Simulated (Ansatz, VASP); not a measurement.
# Si2W in two plane-wave programs, part 2 of 2

One calculation is typed for both programs; each brings its own data sets and cutoff. How far apart do they land?

VASP 6.6.1 and Ansatz 0.2.0.

So far: Set-up; Ansatz: relaxation of cell and atoms, r2SCAN with rVV10.

## Step 3: VASP: relaxation of cell and atoms, r2SCAN with rVV10

Level of this step: r2SCAN with rVV10; plane waves and PAW (Si, W) (VASP).

The same cell, functional, mesh and smearing now go to VASP, with its own data sets and cutoff.

Lines of VASP's logs that name or quote its potential files are left out, and so is its time.

Contents of INCAR:

```
SYSTEM = Si2W
PREC = Accurate
ENCUT = 520
EDIFF = 1E-06
NELM = 100
ISMEAR = -1
SIGMA = 0.05
LREAL = .FALSE.
ALGO = Normal
METAGGA = R2SCAN
LUSE_VDW = .TRUE.
IVDW_NL = 2
BPARAM = 11.95
CPARAM = 0.0093
LASPH = .TRUE.
NBANDS = 13
LORBIT = 11
LWAVE = .FALSE.
LCHARG = .FALSE.
KPAR = 4
IBRION = 2
NSW = 60
ISIF = 3
EDIFFG = -0.01
```

Contents of POSCAR:

```
Si2W
1.0
   -1.6069000000      1.6069000000      3.9149500000
    1.6069000000     -1.6069000000      3.9149500000
    1.6069000000      1.6069000000     -3.9149500000
Si W
2 1
Direct
    0.3347000000      0.3347000000      0.0000000000
    0.6653000000      0.6653000000      0.0000000000
    0.0000000000      0.0000000000      0.0000000000
```

Contents of KPOINTS:

```
Automatic mesh
0
Gamma
10 10 10
0 0 0
```

Potentials, in the order of the species: Si and W (PBE family, release 64).

Command:

```console
$ mpirun -np 4 vasp_std
```

Numbers of over 12 decimals in the logs are rounded to 6 here.

Log:

```text
[banner, memory and clock lines left out]
running    4 mpi-ranks, on    1 nodes
 distrk:  each k-point on    1 cores,    4 groups
 distr:  one band on    1 cores,    1 groups

 POSCAR found type information on POSCAR SiW
 POSCAR found :  2 types and       3 ions
|                                                                             |
|               ----> ADVICE to this user running VASP <----                  |
|                                                                             |
|     You have switched on vdW-DFT.                                           |
|     This routine was written and supplied by Jiri Klimes. We recommend      |
|     that you carefully read and cite the following publications:            |
|       J. Klimes, D.R. Bowler, A. Michelides                                 |
|          J. Phys.: Cond Matt. 22 022201 (2010)                              |
|       J. Klimes, D.R. Bowler, A. Michelides                                 |
|          Phys. Rev. B. 83, 195131 (2011)                                    |
|     and references therein.                                                 |
|                                                                             |

|                                                                             |
|               ----> ADVICE to this user running VASP <----                  |
|                                                                             |
|     You enforced a specific xc type in the INCAR file but a different       |
|     [... a line on the potential file left out ...]
|     I HOPE YOU KNOW WHAT YOU ARE DOING!                                     |
|                                                                             |

 LDA part: xc-table for (None), standard interpolation
 POSCAR, INCAR and KPOINTS ok, starting setup
 FFT: planning ... GRIDC
 FFT: planning ... GRID_SOFT
 FFT: planning ... GRID
 WAVECAR not read
 entering main loop
       N       E                     dE             d eps       ncg     rms          rms(c)
Total rVV10 correction in eV:      0.1773652    21.4092026
Total rVV10 correction in eV:      0.1773652    21.4092026
Total rVV10 correction in eV:      0.1773652    21.4092026
Total rVV10 correction in eV:      0.1773652    21.4092026
DAV:   1    -0.135144391464E+02   -0.13514E+02   -0.62464E+03  2652   0.976E+02
DAV:   2    -0.681779938111E+02   -0.54664E+02   -0.49761E+02  3313   0.196E+02
DAV:   3    -0.707533417549E+02   -0.25753E+01   -0.25019E+01  3594   0.345E+01
DAV:   4    -0.707893726395E+02   -0.36031E-01   -0.35987E-01  3198   0.475E+00
DAV:   5    -0.707899061904E+02   -0.53355E-03   -0.53343E-03  3769   0.492E-01    0.236E+01
Total rVV10 correction in eV:      0.1653691    21.4092026
Total rVV10 correction in eV:      0.1653691    21.4092026
Total rVV10 correction in eV:      0.1653691    21.4092026
Total rVV10 correction in eV:      0.1653691    21.4092026
DAV:   6    -0.698213985435E+02    0.96851E+00   -0.13960E+00  3734   0.738E+00    0.118E+01
Total rVV10 correction in eV:      0.1591468    21.4092026
Total rVV10 correction in eV:      0.1591468    21.4092026
Total rVV10 correction in eV:      0.1591468    21.4092026
Total rVV10 correction in eV:      0.1591468    21.4092026
DAV:   7    -0.697988756677E+02    0.22523E-01   -0.15591E-01  3032   0.297E+00    0.504E+00
Total rVV10 correction in eV:      0.1555296    21.4092026
Total rVV10 correction in eV:      0.1555296    21.4092026
Total rVV10 correction in eV:      0.1555296    21.4092026
Total rVV10 correction in eV:      0.1555296    21.4092026
DAV:   8    -0.697968336252E+02    0.20420E-02   -0.33638E-02  3418   0.145E+00    0.407E-01
Total rVV10 correction in eV:      0.1560269    21.4092026
Total rVV10 correction in eV:      0.1560269    21.4092026
Total rVV10 correction in eV:      0.1560269    21.4092026
Total rVV10 correction in eV:      0.1560269    21.4092026
DAV:   9    -0.697968212886E+02    0.12337E-04   -0.16535E-03  3206   0.323E-01    0.211E-01
Total rVV10 correction in eV:      0.1560209    21.4092026
Total rVV10 correction in eV:      0.1560209    21.4092026
Total rVV10 correction in eV:      0.1560209    21.4092026
Total rVV10 correction in eV:      0.1560209    21.4092026
DAV:  10    -0.697971353179E+02   -0.31403E-03   -0.43272E-04  3318   0.168E-01    0.737E-02
Total rVV10 correction in eV:      0.1561020    21.4092026
Total rVV10 correction in eV:      0.1561020    21.4092026
Total rVV10 correction in eV:      0.1561020    21.4092026
Total rVV10 correction in eV:      0.1561020    21.4092026
DAV:  11    -0.697971557003E+02   -0.20382E-04   -0.53243E-05  3185   0.582E-02    0.185E-02
Total rVV10 correction in eV:      0.1561357    21.4092026
Total rVV10 correction in eV:      0.1561357    21.4092026
Total rVV10 correction in eV:      0.1561357    21.4092026
Total rVV10 correction in eV:      0.1561357    21.4092026
DAV:  12    -0.697971618018E+02   -0.61015E-05   -0.10331E-05  3178   0.255E-02    0.600E-03
Total rVV10 correction in eV:      0.1561392    21.4092026
Total rVV10 correction in eV:      0.1561392    21.4092026
Total rVV10 correction in eV:      0.1561392    21.4092026
Total rVV10 correction in eV:      0.1561392    21.4092026
DAV:  13    -0.697971624271E+02   -0.62527E-06   -0.61429E-07  1841   0.648E-03
Total rVV10 correction in eV:      0.1561421    21.4092026
Total rVV10 correction in eV:      0.1561421    21.4092026
Total rVV10 correction in eV:      0.1561421    21.4092026
Total rVV10 correction in eV:      0.1561421    21.4092026
Total rVV10 correction in eV:      0.1561414    21.4092026
Total rVV10 correction in eV:      0.1561414    21.4092026
Total rVV10 correction in eV:      0.1561414    21.4092026
Total rVV10 correction in eV:      0.1561414    21.4092026
   1 F= -.69797162E+02 E0= -.69796135E+02  d E =-.697972E+02
[...]
2 F= -.69785427E+02 E0= -.69784559E+02  d E =0.117352E-01
[...]
3 F= -.69800951E+02 E0= -.69799983E+02  d E =-.378845E-02
 curvature:  -0.16 expect dE=-0.111E-04 dE for cont linesearch -0.808E-09
 trial: gam= 0.00258 g(F)=  0.392E-04 g(S)=  0.292E-04 ort = 0.106E-04 (trialstep = 0.867E+00)
 search vector abs. value=  0.687E-04
 bond charge predicted
       N       E                     dE             d eps       ncg     rms          rms(c)
Total rVV10 correction in eV:      0.1545414    21.4092026
Total rVV10 correction in eV:      0.1545414    21.4092026
Total rVV10 correction in eV:      0.1545414    21.4092026
Total rVV10 correction in eV:      0.1545414    21.4092026
DAV:   1    -0.698009793433E+02   -0.27771E-04   -0.90323E-04  2947   0.217E-01    0.199E-02
Total rVV10 correction in eV:      0.1545615    21.4092026
Total rVV10 correction in eV:      0.1545615    21.4092026
Total rVV10 correction in eV:      0.1545615    21.4092026
Total rVV10 correction in eV:      0.1545615    21.4092026
DAV:   2    -0.698009771107E+02    0.22326E-05   -0.27783E-05  3535   0.421E-02    0.991E-03
Total rVV10 correction in eV:      0.1545833    21.4092026
Total rVV10 correction in eV:      0.1545833    21.4092026
Total rVV10 correction in eV:      0.1545833    21.4092026
Total rVV10 correction in eV:      0.1545833    21.4092026
DAV:   3    -0.698009756804E+02    0.14304E-05   -0.31602E-06  3188   0.130E-02    0.269E-03
Total rVV10 correction in eV:      0.1545856    21.4092026
Total rVV10 correction in eV:      0.1545856    21.4092026
Total rVV10 correction in eV:      0.1545856    21.4092026
Total rVV10 correction in eV:      0.1545856    21.4092026
DAV:   4    -0.698009756619E+02    0.18411E-07   -0.20970E-07  1576   0.361E-03
Total rVV10 correction in eV:      0.1545882    21.4092026
Total rVV10 correction in eV:      0.1545882    21.4092026
Total rVV10 correction in eV:      0.1545882    21.4092026
Total rVV10 correction in eV:      0.1545882    21.4092026
Total rVV10 correction in eV:      0.1545873    21.4092026
Total rVV10 correction in eV:      0.1545873    21.4092026
Total rVV10 correction in eV:      0.1545873    21.4092026
Total rVV10 correction in eV:      0.1545873    21.4092026
   4 F= -.69800976E+02 E0= -.69800036E+02  d E =-.247849E-04
 trial-energy change:   -0.000025  1 .order   -0.000025   -0.000059    0.000009
 step:   0.7489(harm=  0.7489)  dis= 0.00074  next Energy=   -69.800977 (dE=-0.256E-04)
 reached required accuracy - stopping structural energy minimisation
```

OUTCAR, selected parts (step 3):

```text
ion  position               nearest neighbor table
   1  0.335  0.335  0.000-   2 2.59   3 2.62   3 2.62   3 2.62   3 2.62   3 2.62   2 2.63   2 2.63
                             2 2.63   2 2.63
   2  0.665  0.665  0.000-   1 2.59   3 2.62   3 2.62   3 2.62   3 2.62   3 2.62   1 2.63   1 2.63
                             1 2.63   1 2.63
   3  0.000  0.000  0.000-   2 2.62   2 2.62   2 2.62   1 2.62   2 2.62   1 2.62   1 2.62   1 2.62
                             1 2.62   2 2.62

  LATTYP: Found a body centered tetragonal cell.
 ALAT       =     3.2138000000
 C/A-ratio  =     2.4363370465

 Subroutine GETGRP returns: Found 16 space group operations
 (whereof 16 operations were pure point group operations)

The static configuration has the point symmetry D_4h.

 Found    102 irreducible k-points:

   k-points           NKPTS =    102   k-points in BZ     NKDIM =    102   number of bands    NBANDS=     13

   dimension x,y,z NGX =    36 NGY =   36 NGZ =   36
   dimension x,y,z NGXF=    72 NGYF=   72 NGZF=   72

   ENCUT  =  520.0 eV  38.22 Ry    6.18 a.u.   8.42  8.42  8.42*2*pi/ulx,y,z

   NELECT =      14.0000    total number of electrons

 k-points in reciprocal lattice and weights: Automatic mesh
   0.00000000  0.00000000  0.00000000       0.001
   0.10000000 -0.00000000  0.00000000       0.008
   0.20000000 -0.00000000  0.00000000       0.008
   0.30000000  0.00000000 -0.00000000       0.008
   0.40000000  0.00000000  0.00000000       0.008
   0.50000000  0.00000000  0.00000000       0.004
   0.10000000  0.10000000  0.00000000       0.008
   0.20000000  0.10000000  0.00000000       0.016
   0.30000000  0.10000000  0.00000000       0.016
[...]
-0.40000000 -0.40000000  0.40000000       0.002
   0.50000000  0.50000000  0.50000000       0.001

 average (electrostatic) potential at core
       1 -82.2102       2 -82.2102       3 -40.3459

 E-fermi :  10.5892

 k-point     1 :       0.0000    0.0000    0.0000
  band No.  band energies     occupation
    ...
      2       3.3243      2.00000
      3       6.7886      2.00000
      4       7.1791      2.00000
      5       7.5456      2.00000
      6       7.5456      2.00000
      7      11.1842      0.00001
      8      13.7229      0.00000
      9      13.7962      0.00000
     10      13.8576      0.00000
     11      13.8576      0.00000
    ...

 k-point     2 :       0.1000   -0.0000    0.0000
  band No.  band energies     occupation
    ...
      3       6.1610      2.00000
      4       7.1584      2.00000
      5       7.6811      2.00000
      6       7.8044      2.00000
      7      10.4797      1.79870
      8      13.0572      0.00000
      9      13.4331      0.00000
     10      14.3694      0.00000
     11      14.6613      0.00000
     12      15.8391      0.00000
    ...

 k-point     3 :       0.2000   -0.0000    0.0000
  band No.  band energies     occupation
    ...
      3       5.2078      2.00000
      4       6.8846      2.00000
      5       8.0057      2.00000
      6       8.0425      2.00000
      7       9.4428      2.00000
      8      12.1835      0.00000
      9      13.0963      0.00000
     10      15.3689      0.00000
     11      15.3879      0.00000
     12      16.1695      0.00000
    ...

  Total       -0.0132073     -0.0132073      0.0114101      0.0000000     -0.0000000      0.0000000
  in kB       -0.5285942     -0.5285942      0.4566664      0.0000000     -0.0000000      0.0000000
  external PRESSURE =      -0.2001740 kB  Pullay stress =       0.0000000 kB

  energy-cutoff  :      520.00
  volume of cell :       40.03
      direct lattice vectors                 reciprocal lattice vectors
    -1.602968404  1.602968404  3.894862452     0.000000000  0.311921307  0.128374238
     1.602968404 -1.602968404  3.894862452     0.311921307  0.000000000  0.128374238
     1.602968404  1.602968404 -3.894862452     0.311921307  0.311921307  0.000000000

 POSITION                                       TOTAL-FORCE (eV/Angst)
 -----------------------------------------------------------------------------------
      1.60297      1.60297     -1.28554        -0.000000      0.000000      0.002073
      0.00000      0.00000      5.18041         0.000000      0.000000     -0.002073
      0.00000      0.00000     -0.00000         0.000000     -0.000000     -0.000000
 -----------------------------------------------------------------------------------
    total drift:                                0.000000      0.000000     -0.000000

  FREE ENERGIE OF THE ION-ELECTRON SYSTEM (eV)
  ---------------------------------------------------
  free  energy   TOTEN  =       -69.8009756619 eV

  energy  without entropy=      -69.7990960052  energy(sigma->0) =      -69.80003583

 reached required accuracy - stopping structural energy minimisation

 total charge
# of ion       s       p       d       tot
------------------------------------------
    1        0.725   0.908   0.000   1.633
    2        0.725   0.908   0.000   1.633
    3        0.549   0.702   4.534   5.785
--------------------------------------------------
tot          1.999   2.518   4.534   9.050

[... 3 further parts left out ...]
```

The data set W keeps the semicore shell frozen, which is cheaper and a little less accurate. The run keeps the 16 symmetry operations of its start, so it cannot find a distortion of lower symmetry.

## Step 4: Side by side

Known differences besides the potentials themselves: VASP keeps PBE cores, Ansatz makes them for the functional; both relaxations stop at a tolerance, which leaves soft axes loose, and VASP keeps its plane-wave basis; the data sets hold 22 valence electrons in Ansatz (default PAW (the set named soft_2) files) and 14 in VASP; the cutoff is 500 eV in Ansatz and 520 eV in VASP; Ansatz adds a Pulay correction to the stress that steers its cell, VASP none. Total energies have different zeros and are not compared.

The two programs side by side:

```csv
quantity,Ansatz,VASP,difference
volume (Å³),40.07,40.03,+0.09 %
"edge a after relaxation, in the typed setting (Å)",4.508,4.506,+0.04 %
```

The walks stopped with -0.02 GPa left in Ansatz and -0.02 GPa in VASP; each walk ends within a tolerance, so the volume difference is uncertain by about these residues over the bulk modulus, most in soft cells.

## Step 5: What came out

| Quantity | Value |
| --- | --- |
| difference in volume (relaxation of cell and atoms, r2SCAN with rVV10) | 0.090 % |

The difference in volume is 0.090 % (relaxation of cell and atoms, r2SCAN with rVV10), within the 1.2 % picked in this series as the mark of a large difference, as far as the stopping tolerances let one tell. How closely two codes agree says nothing of how well the functional describes the real material.

[Lines on the potential files, build, host, timing and source positions are cut from VASP's logs without a mark.]

[Logs are printed without paths, hosts, clocks, repeated set-up lines and the standing remarks that a program may print on its own settings, such as how far it seeks lower states.]

[Hosts, paths, dates, database ids (printed as entryN), source tags and the programs' standing remarks are cut or masked in the printed files.]
